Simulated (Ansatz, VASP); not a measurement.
# BiB in two plane-wave programs

Aim: how closely do two programs agree when they are given the same cell, functional and k mesh? The cell is invented: As first built, before any earlier steps moved the atoms (in the runner's words): it takes the BP structure with some of its atoms replaced by other elements, volume scaled by an estimate. It may not be a known or stable phase. The cell is taken from a series of VASP runs on this material, whose earlier steps may have relaxed, scaled or displaced it; both programs get it as it stands.

Calculated with Ansatz 0.2.0; plane waves, with VASP 6.6.1 beside it; band structure at r2SCAN0.

## Step 1: The structure

Symmetry: F-43m, No. 216, cubic system. The conventional cell has a = 5.523 Å, b = 5.523 Å, c = 5.523 Å, α = 90.00°, β = 90.00°, γ = 90.00°. Bi has 4 B at 2.39 Å nearest. Nearest to B lie 4 Bi at 2.39 Å. As first built, before any earlier steps moved the atoms (in the runner's words): sites of the BP structure (space group 216) filled with other elements, volume scaled by an estimate. Farther neighbours are not listed.

## Step 2: VASP: band structure, r2SCAN0

Levels along a path test the potential and the projectors away from the mesh points.

Lines of VASP's logs that name or quote its potential files are left out, and so is its time.

The run reads the wave functions of an earlier VASP run, which isn't shown here.

Input file INCAR:

```
SYSTEM = BiB
PREC = Accurate
ENCUT = 420
EDIFF = 1E-06
NELM = 100
ISMEAR = 0
SIGMA = 0.02
LREAL = .FALSE.
ALGO = Normal
LHFCALC = .TRUE.
AEXX = 0.25
METAGGA = R2SCAN
LASPH = .TRUE.
NBANDS = 15
PRECFOCK = Fast
HFRCUT = -1
LORBIT = 11
LWAVE = .FALSE.
LCHARG = .FALSE.
KPAR = 4
```

Input file POSCAR:

```
BiB
1.0
    0.0000000000      2.7613761270      2.7613761270
    2.7613761270      0.0000000000      2.7613761270
    2.7613761270      2.7613761270      0.0000000000
Bi B
1 1
Direct
    0.2500000000      0.2500000000      0.2500000000
    0.0000000000      0.0000000000      0.0000000000
```

Input file KPOINTS:

```
Automatic mesh
0
Gamma
4 4 4
0 0 0
```

Input file KPOINTS_OPT:

```
Line mode
6
Line-mode
Reciprocal
  0.00000000   0.00000000   0.00000000 GAMMA
  0.50000000   0.00000000   0.50000000 X

  0.50000000   0.00000000   0.50000000 X
  0.50000000   0.25000000   0.75000000 W

  0.50000000   0.25000000   0.75000000 W
  0.37500000   0.37500000   0.75000000 K

  0.37500000   0.37500000   0.75000000 K
  0.00000000   0.00000000   0.00000000 GAMMA

  0.00000000   0.00000000   0.00000000 GAMMA
  0.50000000   0.50000000   0.50000000 L

  0.50000000   0.50000000   0.50000000 L
  0.62500000   0.25000000   0.62500000 U

  0.62500000   0.25000000   0.62500000 U
  0.50000000   0.25000000   0.75000000 W

  0.50000000   0.25000000   0.75000000 W
  0.50000000   0.50000000   0.50000000 L

  0.50000000   0.50000000   0.50000000 L
  0.37500000   0.37500000   0.75000000 K

  0.62500000   0.25000000   0.62500000 U
  0.50000000   0.00000000   0.50000000 X
```

Potentials, in the order of the species: Bi_d and B (PBE family, release 64).

Launch:

```bash
mpirun -np 4 vasp_std
```

Numbers of over 12 decimals in the logs are rounded to 6 here.

The program printed:

```text
[banner, memory and clock lines left out]
running    4 mpi-ranks, on    1 nodes
 distrk:  each k-point on    1 cores,    4 groups
 distr:  one band on    1 cores,    1 groups

 POSCAR found type information on POSCAR BiB
 POSCAR found :  2 types and       2 ions
|                                                                             |
|               ----> ADVICE to this user running VASP <----                  |
|                                                                             |
|     You enforced a specific xc type in the INCAR file but a different       |
|     [... a line on the potential file left out ...]
|     I HOPE YOU KNOW WHAT YOU ARE DOING!                                     |
|                                                                             |

 LDA part: xc-table for (None), standard interpolation
 found WAVECAR, reading the header
 POSCAR, INCAR and KPOINTS ok, starting setup
 FFT: planning ... GRIDC
 FFT: planning ... GRID_SOFT
 FFT: planning ... GRID
 HFRCUT set to (new)   8.633085
 reading WAVECAR
 the WAVECAR file was read successfully
 initial charge from wavefunction
 entering main loop
       N       E                     dE             d eps       ncg     rms          rms(c)
DAV:   1    -0.529415851946E+02   -0.52942E+02   -0.63753E-01   240   0.893E+00    0.612E-01
DAV:   2    -0.529436595707E+02   -0.20744E-02   -0.35067E-02   337   0.125E+00    0.358E-01
DAV:   3    -0.529426600590E+02    0.99951E-03   -0.60034E-03   282   0.521E-01    0.190E-01
DAV:   4    -0.529431947075E+02   -0.53465E-03   -0.15552E-03   269   0.205E-01    0.117E-01
DAV:   5    -0.529432428489E+02   -0.48141E-04   -0.97817E-05   351   0.129E-01    0.738E-02
DAV:   6    -0.529432370057E+02    0.58432E-05   -0.34100E-05   358   0.721E-02    0.446E-02
DAV:   7    -0.529432427612E+02   -0.57555E-05   -0.14298E-05   350   0.317E-02    0.267E-02
DAV:   8    -0.529432457062E+02   -0.29450E-05   -0.20140E-06   275   0.105E-02    0.162E-02
DAV:   9    -0.529432465913E+02   -0.88513E-06   -0.36352E-07   169   0.472E-03
   1 F= -.52943247E+02 E0= -.52943247E+02  d E =-.111345E-44
 Start KPOINTS_OPT (optional k-point list driver)
k-point batch [1-8\60]
       N       E                     dE             ncg
DAV:   1    -0.204274519254E+03   -0.31571E+04      240
DAV:   2    -0.144176489803E+04   -0.12375E+04      247
DAV:   3    -0.153567432287E+04   -0.93909E+02      310
DAV:   4    -0.153890985946E+04   -0.32355E+01      311
DAV:   5    -0.153898690006E+04   -0.77041E-01      346
DAV:   6    -0.153899090725E+04   -0.40072E-02      387
DAV:   7    -0.153899095218E+04   -0.44939E-04      339
DAV:   8    -0.153899095258E+04   -0.39774E-06      260
[...]
k-point batch [57-60\60]
       N       E                     dE             ncg
DAV:   1     0.220202735624E+04   -0.26116E+04      120
DAV:   2     0.160036069868E+04   -0.60167E+03      127
DAV:   3     0.156087285788E+04   -0.39488E+02      155
DAV:   4     0.155986051348E+04   -0.10123E+01      171
DAV:   5     0.155983730865E+04   -0.23205E-01      184
DAV:   6     0.155983654734E+04   -0.76132E-03      200
DAV:   7     0.155983653781E+04   -0.95240E-05      184
DAV:   8     0.155983653773E+04   -0.87168E-07      144
```

From OUTCAR (step 2):

```text
ion  position               nearest neighbor table
   1  0.250  0.250  0.250-   2 2.39   2 2.39   2 2.39   2 2.39
   2  0.000  0.000  0.000-   1 2.39   1 2.39   1 2.39   1 2.39

  LATTYP: Found a face centered cubic cell.
 ALAT       =     5.5227522540

 Subroutine GETGRP returns: Found 24 space group operations
 (whereof 24 operations were pure point group operations)

The static configuration has the point symmetry T_d .

 Found      8 irreducible k-points:

   k-points           NKPTS =      8   k-points in BZ     NKDIM =     64   number of bands    NBANDS=     15

   dimension x,y,z NGX =    28 NGY =   28 NGZ =   28
   dimension x,y,z NGXF=    56 NGYF=   56 NGZF=   56

   ENCUT  =  420.0 eV  30.87 Ry    5.56 a.u.   6.53  6.53  6.53*2*pi/ulx,y,z

   NELECT =      18.0000    total number of electrons

 k-points in reciprocal lattice and weights: Automatic mesh
   0.00000000  0.00000000  0.00000000       0.016
   0.25000000  0.00000000  0.00000000       0.125
   0.50000000  0.00000000  0.00000000       0.062
   0.25000000  0.25000000  0.00000000       0.094
   0.50000000  0.25000000  0.00000000       0.375
  -0.25000000  0.25000000  0.00000000       0.188
   0.50000000  0.50000000  0.00000000       0.047
  -0.25000000  0.50000000  0.25000000       0.094

  exchange ACFDT corr.  =         0.00000000  see jH, gK, PRB 81, 115126

 average (electrostatic) potential at core
       1-102.4787       2 -24.3598

 E-fermi :   6.5032

 k-point     1 :       0.0000    0.0000    0.0000
  band No.  band energies     occupation
    ...
      5     -19.2039      2.00000
      6      -9.6448      2.00000
      7       6.3073      2.00000
      8       6.3073      2.00000
      9       6.3073      2.00000
     10       7.8607      0.00000
     11      10.4399      0.00000
     12      10.4399      0.00000
     13      10.4399      0.00000
     14      14.3125      0.00000
    ...

 k-point     2 :       0.2500    0.0000    0.0000
  band No.  band energies     occupation
    ...
      5     -19.2002      2.00000
      6      -8.7330      2.00000
      7       0.9878      2.00000
      8       5.1820      2.00000
      9       5.1820      2.00000
     10       8.3619      0.00000
     11      11.6858      0.00000
     12      11.6858      0.00000
     13      12.8487      0.00000
     14      16.0283      0.00000
    ...

 k-point     3 :       0.5000    0.0000    0.0000
  band No.  band energies     occupation
    ...
      5     -19.1858      2.00000
      6      -7.2560      2.00000
      7      -2.5055      2.00000
      8       4.4603      2.00000
      9       4.4603      2.00000
     10       7.9479      0.00000
     11      11.9932      0.00000
     12      11.9932      0.00000
     13      14.2281      0.00000
     14      16.7803      0.00000
    ...

  energy-cutoff  :      420.00
  volume of cell :       42.11
      direct lattice vectors                 reciprocal lattice vectors
     0.000000000  2.761376127  2.761376127    -0.181069140  0.181069140  0.181069140
     2.761376127  0.000000000  2.761376127     0.181069140 -0.181069140  0.181069140
     2.761376127  2.761376127  0.000000000     0.181069140  0.181069140 -0.181069140

 POSITION                                       TOTAL-FORCE (eV/Angst)
 -----------------------------------------------------------------------------------
      1.38069      1.38069      1.38069        -0.000000      0.000000     -0.000000
      0.00000      0.00000      0.00000         0.000000     -0.000000      0.000000
 -----------------------------------------------------------------------------------
    total drift:                                0.000124      0.000150      0.000057

  FREE ENERGIE OF THE ION-ELECTRON SYSTEM (eV)
  ---------------------------------------------------
  free  energy   TOTEN  =       -52.9432465913 eV

  energy  without entropy=      -52.9432465913  energy(sigma->0) =      -52.94324659

 total charge
# of ion       s       p       d       tot
------------------------------------------
    1        1.409   1.667   9.952  13.028
    2        0.651   0.992   0.000   1.644
--------------------------------------------------
tot          2.060   2.659   9.952  14.671

[... 3 further parts left out ...]
```

The k-mesh is coarse for unscreened exact exchange, which converges slowly with it. Spin-orbit coupling is off here; with elements this heavy it splits and shifts levels by tenths of an eV or more.

(Part 1 of 2 ends here.)

[Lines on the potential files, build, host, timing and source positions are cut from VASP's logs without a mark.]

[Logs are printed without paths, hosts, clocks, repeated set-up lines and the standing remarks that a program may print on its own settings, such as how far it seeks lower states.]

[Hosts, paths, dates, database ids (printed as entryN), source tags and the programs' standing remarks are cut or masked in the printed files.]
